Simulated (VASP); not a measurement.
Computed with PBE GGA, VASP's PBE PAW potentials (set 64) (plane waves; VASP 6.6.1).

The input files of a VASP run:

**POSCAR**
```
Cu
1.0
  0.0000000000   1.8050000000   1.8050000000
  1.8050000000   0.0000000000   1.8050000000
  1.8050000000   1.8050000000   0.0000000000
Cu
1
Cartesian
  0.0000000000   0.0000000000   0.0000000000
```

INCAR:
```
ALGO = Normal
AMIX = 0.6
BMIX = 0.0001
EDIFF = 1E-6
ENCUT = 400
GGA = PE
IMIX = 1
ISIF = 2
ISMEAR = 1
LASPH = T
LCHARG = F
LMAXMIX = 4
LREAL = F
LWAVE = F
NELM = 100
PREC = Accurate
SIGMA = 0.1
SYSTEM = Cu
```

KPOINTS:
```
Automatic mesh
0
G
 16 16 16
0 0 0
```

POTCAR, in this order: Cu (PBE.64 set). Program: vasp_std.

The run wrote:

### OSZICAR
```
       N       E                     dE             d eps       ncg     rms          rms(c)
DAV:   1     0.310963215818E+02    0.31096E+02   -0.49147E+03  2715   0.172E+03
DAV:   2    -0.428581485570E+01   -0.35382E+02   -0.33765E+02  2621   0.182E+02
DAV:   3    -0.462621961869E+01   -0.34040E+00   -0.33978E+00  3161   0.255E+01
DAV:   4    -0.462832506582E+01   -0.21054E-02   -0.21052E-02  3196   0.176E+00
DAV:   5    -0.462834935808E+01   -0.24292E-04   -0.24293E-04  3140   0.154E-01    0.766E+00
DAV:   6    -0.582385530163E+01   -0.11955E+01   -0.41254E+01  2730   0.152E+02    0.943E+00
DAV:   7    -0.724710771840E+01   -0.14233E+01   -0.71077E+01  2730   0.179E+02    0.144E+01
DAV:   8    -0.116497836168E+02   -0.44027E+01   -0.16233E+02  2678   0.321E+02    0.170E+01
DAV:   9    -0.123032199046E+02   -0.65344E+00   -0.18878E+02  2715   0.251E+02    0.220E+01
DAV:  10    -0.208237708480E+02   -0.85206E+01   -0.36479E+02  2656   0.511E+02    0.232E+01
DAV:  11    -0.159695167852E+02    0.48543E+01   -0.29854E+02  2725   0.281E+02    0.260E+01
DAV:  12    -0.267342603092E+02   -0.10765E+02   -0.50002E+02  2653   0.616E+02    0.262E+01
DAV:  13    -0.171918107951E+02    0.95424E+01   -0.34722E+02  2714   0.290E+02    0.271E+01
DAV:  14    -0.286070800731E+02   -0.11415E+02   -0.54380E+02  2643   0.647E+02    0.271E+01
DAV:  15    -0.174690681811E+02    0.11138E+02   -0.36059E+02  2715   0.292E+02    0.273E+01
DAV:  16    -0.290271985954E+02   -0.11558E+02   -0.55387E+02  2645   0.654E+02    0.273E+01
DAV:  17    -0.175282435693E+02    0.11499E+02   -0.36367E+02  2708   0.292E+02    0.273E+01
DAV:  18    -0.291217409935E+02   -0.11593E+02   -0.55622E+02  2644   0.656E+02    0.273E+01
DAV:  19    -0.175423996185E+02    0.11579E+02   -0.36436E+02  2715   0.292E+02    0.273E+01
DAV:  20    -0.291377184017E+02   -0.11595E+02   -0.55669E+02  2647   0.656E+02    0.273E+01
DAV:  21    -0.175455432950E+02    0.11592E+02   -0.36461E+02  2706   0.292E+02    0.273E+01
DAV:  22    -0.291485048169E+02   -0.11603E+02   -0.55698E+02  2647   0.656E+02    0.273E+01
DAV:  23    -0.175471042571E+02    0.11601E+02   -0.36469E+02  2716   0.292E+02    0.273E+01
DAV:  24    -0.291480238575E+02   -0.11601E+02   -0.55701E+02  2646   0.656E+02    0.273E+01
DAV:  25    -0.175473324290E+02    0.11601E+02   -0.36472E+02  2708   0.292E+02    0.273E+01
DAV:  26    -0.291507926747E+02   -0.11603E+02   -0.55710E+02  2646   0.656E+02    0.273E+01
DAV:  27    -0.175478205272E+02    0.11603E+02   -0.36479E+02  2714   0.292E+02    0.273E+01
DAV:  28    -0.291522612458E+02   -0.11604E+02   -0.55715E+02  2647   0.656E+02    0.273E+01
DAV:  29    -0.175478874244E+02    0.11604E+02   -0.36480E+02  2710   0.292E+02    0.273E+01
DAV:  30    -0.291538881333E+02   -0.11606E+02   -0.55725E+02  2647   0.656E+02    0.273E+01
DAV:  31    -0.175487015956E+02    0.11605E+02   -0.36482E+02  2715   0.292E+02    0.273E+01
DAV:  32    -0.291544411578E+02   -0.11606E+02   -0.55726E+02  2647   0.656E+02    0.273E+01
DAV:  33    -0.175490660671E+02    0.11605E+02   -0.36485E+02  2708   0.292E+02    0.273E+01
DAV:  34    -0.291558807484E+02   -0.11607E+02   -0.55726E+02  2647   0.656E+02    0.273E+01
DAV:  35    -0.175476640974E+02    0.11608E+02   -0.36482E+02  2716   0.292E+02    0.273E+01
DAV:  36    -0.291512075057E+02   -0.11604E+02   -0.55721E+02  2647   0.656E+02    0.273E+01
DAV:  37    -0.175480564308E+02    0.11603E+02   -0.36482E+02  2708   0.292E+02    0.273E+01
DAV:  38    -0.378807477010E+05   -0.37863E+05   -0.37906E+05  2678   0.656E+02    0.277E+01
```

**stdout**
```
...
 WARNING: Sub-Space-Matrix is not hermitian in DAV            3
 -2.656636295246177E-002
 WARNING: Sub-Space-Matrix is not hermitian in DAV            4
 -0.649336526949445
 WARNING: Sub-Space-Matrix is not hermitian in DAV            5
  -1.61787849449564
 WARNING: Sub-Space-Matrix is not hermitian in DAV            6
  9.335300070186005E-004
 WARNING: Sub-Space-Matrix is not hermitian in DAV            8
  5.279671036957648E-004
 WARNING: Sub-Space-Matrix is not hermitian in DAV            9
   126.837795226564
 WARNING: Sub-Space-Matrix is not hermitian in DAV           10
   25.6755658712924
 WARNING: Sub-Space-Matrix is not hermitian in DAV           11
  5.560916787745525E-002
 WARNING: Sub-Space-Matrix is not hermitian in DAV           12
   1.47481801277893
 WARNING: Sub-Space-Matrix is not hermitian in DAV           13
  0.174203477288362
 WARNING: Sub-Space-Matrix is not hermitian in DAV           14
  8.408774316462652E-003
 WARNING: Sub-Space-Matrix is not hermitian in DAV           16
  7.669599406503371E-003

 -----------------------------------------------------------------------------
|                                                                             |
|     EEEEEEE  RRRRRR   RRRRRR   OOOOOOO  RRRRRR      ###     ###     ###     |
|     E        R     R  R     R  O     O  R     R     ###     ###     ###     |
|     E        R     R  R     R  O     O  R     R     ###     ###     ###     |
|     EEEEE    RRRRRR   RRRRRR   O     O  RRRRRR       #       #       #      |
|     E        R   R    R   R    O     O  R   R                               |
|     E        R    R   R    R   O     O  R    R      ###     ###     ###     |
|     EEEEEEE  R     R  R     R  OOOOOOO  R     R     ###     ###     ###     |
|                                                                             |
|     EDDAV: Call to ZHEGV failed. Returncode = 9 2 16                        |
|                                                                             |
|       ---->  I REFUSE TO CONTINUE WITH THIS SICK JOB ... BYE!!! <----       |
|                                                                             |
 -----------------------------------------------------------------------------
```

VASP stops with an error: EDDAV: Call to ZHEGV failed. Returncode = 9 2 16 ----> I REFUSE TO CONTINUE WITH THIS SICK JOB ... BYE!!! <----

The compound is Cu in the fcc structure. The cell was not relaxed at this level. The run is one of a series of settings (AMIX = 0.6, BMIX = 0.0001, IMIX = 1 against the base run), some of them coarse on purpose.
